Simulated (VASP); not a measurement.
# SiF (Pm-3m) in VASP: a series of runs, part 2 of 2

VASP 6.6.1. The steps go on from the part before.

### 3 Single point, r2SCAN

Contents of INCAR:

```
SYSTEM = SiF
ALGO = Normal
EDIFF = 1E-7
ENCUT = 520
ISIF = 2
ISMEAR = -1
LASPH = .True.
LCHARG = .False.
LMIXTAU = .True.
LREAL = .False.
LWAVE = .False.
METAGGA = R2SCAN
NELM = 60
PREC = Accurate
SIGMA = 0.05
```

Contents of KPOINTS:

```
k-points
0
Gamma
  9 9 9
  0 0 0
```

Contents of POSCAR:

```
SiF
1.0
    3.0286000000      0.0000000000      0.0000000000
    0.0000000000      3.0286000000      0.0000000000
    0.0000000000      0.0000000000      3.0286000000
Si F
1 1
Direct
    0.5000000000      0.5000000000      0.5000000000
    0.0000000000      0.0000000000      0.0000000000
```

Potentials or basis: VASP PAW PBE potentials, release 64 (Si, F).

Launch:

```console
> cat potpaw_PBE.64/Si/POTCAR potpaw_PBE.64/F/POTCAR > POTCAR
> mpirun -np 1 vasp_std > vasp.out
```

OUTCAR:

```text
SYSTEM = SiF
   EDIFF = 1E-7
   ENCUT = 520
   ISIF = 2
   ISMEAR = -1
   LASPH = .True.
   LREAL = .False.
   METAGGA = R2SCAN
   NELM = 60
   PREC = Accurate

 ion  position               nearest neighbor table
   1  0.500  0.500  0.500-
   2  0.000  0.000  0.000-

  LATTYP: Found a simple cubic cell.
 ALAT       =     3.0286000000

  Lattice vectors:

 A1 = (   3.0286000000,   0.0000000000,   0.0000000000)
 A2 = (   0.0000000000,   3.0286000000,   0.0000000000)
 A3 = (   0.0000000000,   0.0000000000,   3.0286000000)

Analysis of symmetry for initial positions (statically):
=====================================================================
 Subroutine PRICEL returns:
 Original cell was already a primitive cell.

 Routine SETGRP: Setting up the symmetry group for a
 simple cubic supercell.

 Subroutine GETGRP returns: Found 48 space group operations
 (whereof 48 operations were pure point group operations)
 out of a pool of 48 trial point group operations.

The static configuration has the point symmetry O_h .

Analysis of symmetry for dynamics (positions and initial velocities):
=====================================================================
 Subroutine PRICEL returns:
 Original cell was already a primitive cell.

 Routine SETGRP: Setting up the symmetry group for a
 simple cubic supercell.

 Subroutine GETGRP returns: Found 48 space group operations
 (whereof 48 operations were pure point group operations)
 out of a pool of 48 trial point group operations.

The dynamic configuration has the point symmetry O_h .

 Subroutine INISYM returns: Found 48 space group operations
 (whereof 48 operations are pure point group operations),
 and found     1 'primitive' translations

----------------------------------------------------------------------------------------

                                     Primitive cell

[... 114 lines left out ...]
   LORBIT       =      0    0 simple, 1 ext, 2 COOP (PROOUT), +10 PAW based schemes
   METAGGA = R2SCAN    functional components
   LHFCALC =     F    Hartree Fock is set to
   AEXX    =    0.0000 exact exchange contribution
   IVDW    =     0    specifies the selected vdW correction
   LEPSILON=     F    determine dielectric tensor
   LRPA    =     F    only Hartree local field effects (RPA)
 non-spin polarized calculation
  energy-cutoff  :      520.00
  volume of cell :       27.78
 maximum number of plane-waves:       756
 NGX is ok and might be reduce to    24
   NGX = 11   NGY = 11   NGZ = 11

 number of electron      11.0000013 magnetization

 Free energy of the ion-electron system (eV)
  ---------------------------------------------------
  ext. energy  EPLUGINS =         0.00000000
  ---------------------------------------------------
  free energy    TOTEN  =       -12.15916556 eV

  energy without entropy =      -12.14116797  energy(sigma->0) =      -12.15016676

 E-fermi :   5.7173     XC(G=0): -10.7371

 val. band max:        5.6785686970   @ k =   0.4444   0.4444   0.4444
 cond. band min:       5.7388333873   @ k =   0.3333   0.2222   0.0000
 fundamental gap:      0.0602646903
 Fermi energy:         5.7173345366

 k-point     1 :       0.0000    0.0000    0.0000
  band No.  band energies     occupation
      1     -19.8645      2.00000
      2      -3.6669      2.00000
      3       0.1779      2.00000
      4       0.1779      2.00000
      5       0.1779      2.00000
      6      11.1795      0.00000
      7      11.1795      0.00000
      8      11.1795      0.00000
      9      11.9436      0.00000
[... 265 lines left out ...]
 k-point    24 :       0.4444    0.3333    0.1111
  band No.  band energies     occupation
      1     -19.5069      2.00000
      2      -2.8425      2.00000
      3      -1.2934      2.00000
      4       0.4451      2.00000
      5       1.3411      2.00000
      6       5.7690      0.52520
      7       6.8500      0.00000
      8      10.9989      0.00000
      9      14.2582      0.00000

 [... further k-points ...]

------------------------ aborting loop because EDIFF is reached ----------------------------------------

  FORCE on cell =-STRESS in cart. coord.  units (eV):
  Direction    XX          YY          ZZ          XY          YZ          ZX
  --------------------------------------------------------------------------------------
  -------------------------------------------------------------------------------------
  Total       -0.0299693     -0.0299693     -0.0299693      0.0000000      0.0000000     -0.0000000
  in kB       -1.7284661     -1.7284661     -1.7284661      0.0000000      0.0000000     -0.0000000
  external PRESSURE =      -1.7284661 kB  Pullay stress =       0.0000000 kB

 VOLUME and BASIS-vectors are now :
 -----------------------------------------------------------------------------
  energy-cutoff  :      520.00
  volume of cell :       27.78
      direct lattice vectors                 reciprocal lattice vectors
     3.028600000  0.000000000  0.000000000     0.330185564  0.000000000  0.000000000
     0.000000000  3.028600000  0.000000000     0.000000000  0.330185564  0.000000000
     0.000000000  0.000000000  3.028600000     0.000000000  0.000000000  0.330185564

 POSITION                                       TOTAL-FORCE (eV/Angst)
 -----------------------------------------------------------------------------------
      1.51430      1.51430      1.51430         0.000000      0.000000      0.000000
      0.00000      0.00000      0.00000         0.000000      0.000000      0.000000
 -----------------------------------------------------------------------------------
    total drift:                               -0.000000      0.000000      0.000000

  FREE ENERGIE OF THE ION-ELECTRON SYSTEM (eV)
  ---------------------------------------------------
  free  energy   TOTEN  =       -12.1591655573 eV

  energy  without entropy=      -12.1411679667  energy(sigma->0) =      -12.15016676
```

OSZICAR:

```text
N       E                     dE             d eps       ncg     rms          rms(c)
DAV:   1     0.187577229251E+02    0.18758E+02   -0.51587E+03   630   0.105E+03
DAV:   2    -0.156435665040E+02   -0.34401E+02   -0.33603E+02   889   0.163E+02
DAV:   3    -0.164887368728E+02   -0.84517E+00   -0.83293E+00   711   0.267E+01
[... 12 lines left out ...]
DAV:  16    -0.121591650856E+02   -0.31525E-05   -0.26456E-05   677   0.472E-02    0.364E-03
DAV:  17    -0.121591655561E+02   -0.47044E-06   -0.13775E-06   653   0.127E-02    0.340E-03
DAV:  18    -0.121591654505E+02    0.10560E-06   -0.45669E-08   333   0.310E-03    0.215E-03
DAV:  19    -0.121591655670E+02   -0.11654E-06   -0.55703E-07   441   0.715E-03    0.369E-04
DAV:  20    -0.121591655573E+02    0.96846E-08   -0.32281E-08   321   0.199E-03
   1 F= -.12159166E+02 E0= -.12150167E+02  d E =-.179976E-01
```

stdout:

```text
POSCAR found type information on POSCAR SiF
 POSCAR found :  2 types and       2 ions
 scaLAPACK will be used
 -----------------------------------------------------------------------------
|                                                                             |
|                                                                             |
|     You enforced a specific xc type in the INCAR file but a different       |
|     I HOPE YOU KNOW WHAT YOU ARE DOING!                                     |
|                                                                             |
 -----------------------------------------------------------------------------

 LDA part: xc-table for (None), standard interpolation
 POSCAR, INCAR and KPOINTS ok, starting setup
 FFT: planning ... GRIDC
 FFT: planning ... GRID_SOFT
 FFT: planning ... GRID
 WAVECAR not read
 entering main loop
```

Wall time 16 s (1 thread of Intel Xeon 6975P-C (Granite Rapids), shared host); peak memory 0.13 GiB.

Results:

| Quantity | Value |
| --- | --- |
| Free energy | -12.1592 eV |
| Pressure | -0.2 GPa |
| Band gap on the k mesh | none (metal or under the smearing width) |

Caveat: the PAW data sets were made with another functional, which shifts forces and pressure a little; an odd number of electrons without spin polarisation forces a metal; a magnetic or distorted state may lie lower.

### 4 Relaxation of cell and atoms, SCAN0

POSCAR is that of step 3.

Contents of INCAR.step1:

```
SYSTEM = SiF
PREC = Accurate
ENCUT = 600
EDIFF = 1E-5
ISMEAR = 0
SIGMA = 0.05
LREAL = .FALSE.
LASPH = .TRUE.
NELM = 100
ALGO = Normal
LWAVE = .TRUE.
LCHARG = .FALSE.
GGA = PE
```

Contents of INCAR.step2:

```
SYSTEM = SiF
PREC = Accurate
ENCUT = 600
EDIFF = 1E-7
ISMEAR = 0
SIGMA = 0.05
LREAL = .FALSE.
LASPH = .TRUE.
NELM = 100
ALGO = Normal
ISIF = 3
LWAVE = .FALSE.
LCHARG = .FALSE.
METAGGA = SCAN
LHFCALC = .TRUE.
AEXX = 0.25
LMIXTAU = .TRUE.
PRECFOCK = Fast
HFRCUT = -1
IBRION = 2
NSW = 60
EDIFFG = -0.005
ISTART = 1
```

Contents of KPOINTS:

```
regular mesh
0
G
  5 5 5
  0 0 0
```

Launch:

```console
> cat potpaw_PBE.64/Si/POTCAR potpaw_PBE.64/F/POTCAR > POTCAR
> cp INCAR.step1 INCAR
> mpirun -np 1 vasp_std > vasp.out
> cp INCAR.step2 INCAR
> mpirun -np 1 vasp_std > vasp.out
```

Wall time 75 s (1 thread of Intel Xeon 6975P-C (Granite Rapids), shared host); peak memory 0.14 GiB.

Results (log left out):

```yaml
Free_energy: -15.0480 eV
Relaxed_volume: 13.33 Å³/atom
Relaxed_cell: a = 2.987 Å, b = 2.987 Å, c = 2.987 Å, α = 90.00°, β = 90.00°, γ = 90.00°
Space_group_after_relaxing_to_0.05_Å: Pm-3m (No. 221)
Energy_gained_by_relaxing: 6.0 meV/atom
Ionic_steps: 2
Pressure_after_relaxing: 0.0 GPa
Band_gap_on_the_k_mesh: none (metal or under the smearing width)
```

Step by step:
```tsv
step	energy change (eV)	largest force (eV/Å)	pressure (GPa)	volume (Å³)
1	0.0000	0.0000	-3.28	27.78
2	-0.0120	0.0000	-0.01	26.65
```

Final structure:
```yaml
crystal:
  lattice:
    - [2.98701, 0.00000, 0.00000]
    - [0.00000, 2.98701, 0.00000]
    - [0.00000, 0.00000, 2.98701]
  atoms:
    - { symbol: Si, position: [0.50000, 0.50000, 0.50000] }
    - { symbol: F, position: [0.00000, 0.00000, 0.00000] }
```

Levels at points of the mesh, in eV from the Fermi level:
| k point | band 3 | band 4 | band 5 | band 6 | band 7 | band 8 |
| --- | --- | --- | --- | --- | --- | --- |
| (0.00, 0.00, 0.00) | -7.17 | -7.17 | -7.17 | 7.09 | 7.09 | 7.09 |

Caveat: the k mesh is coarse (spacing up to 0.41 Å⁻¹), so the values aren't converged, least of all with exact exchange; the PAW data sets were made with another functional, which shifts forces and pressure a little; an odd number of electrons without spin polarisation forces a metal; a magnetic or distorted state may lie lower.

### 5 For comparison

An earlier run on the cell as given: functional PBE; potentials or basis VASP PAW PBE potentials, release 64 (Si, F); cutoff 520 eV; k mesh 9 × 9 × 9; occupations fermi-dirac, width 0.05 eV; no spin polarisation.

- Pressure: 0.0 GPa
- Band gap on the k mesh: none (metal or under the smearing width)

### 6 The runs side by side

| task | level | cell | k mesh | cutoff (eV) | smearing | grid for exact exchange (PRECFOCK) | exchange at q = 0 | mesh quality | gap on the mesh (eV) | pressure (GPa) |
| --- | --- | --- | --- | --- | --- | --- | --- | --- | --- | --- |
| relaxation of the atoms | r2SCAN | atoms relaxed from: atoms moved at random, drawn with an rms of 0.05 Å | 7 × 7 × 7 | 520 | gaussian 0.05 eV | - | - | not flagged | none | 15.9 |
| single point | r2SCAN | as given | 9 × 9 × 9 | 520 | fermi-dirac 0.05 eV | - | - | not flagged | none | -0.2 |
| relaxation of cell and atoms | SCAN0 | relaxed | 5 × 5 × 5 | 600 | gaussian 0.05 eV | Fast | truncated | coarse | none | 0.0 |
| single point | PBE | as given | 9 × 9 × 9 | 520 | fermi-dirac 0.05 eV | - | - | not flagged | none | 0.0 |

Alike in all rows: potentials or basis VASP PAW PBE potentials, release 64 (Si, F); no spin polarisation.

Caveats: some runs use coarse meshes; an odd number of electrons without spin polarisation forces a metal; a magnetic or distorted state may lie lower; the PAW data sets were made with another functional, which shifts forces and pressure a little (some runs).

Total energies depend on the potentials used, so only differences within one code and one set of settings carry meaning.
